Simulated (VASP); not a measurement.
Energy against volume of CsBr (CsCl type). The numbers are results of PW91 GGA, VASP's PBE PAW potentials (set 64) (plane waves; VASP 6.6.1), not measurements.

| V (Å³/atom) | E (eV/atom) |
|---|---|
| 39.447 | -3.03530 |
| 40.706 | -3.04073 |
| 41.965 | -3.04259 |
| 43.224 | -3.04149 |
| 44.483 | -3.03793 |

**Question.** Fit a third-order Birch-Murnaghan equation of state.

**Answer.** 
The volume per atom is 42.09 Å³/atom and the bulk modulus is 12.3 GPa. The pressure derivative of the bulk modulus is 5.24 and the lattice constant a comes out as 4.383 Å.

The compound is CsBr in the CsCl type structure. It was relaxed first, which changed the volume by +7 %.
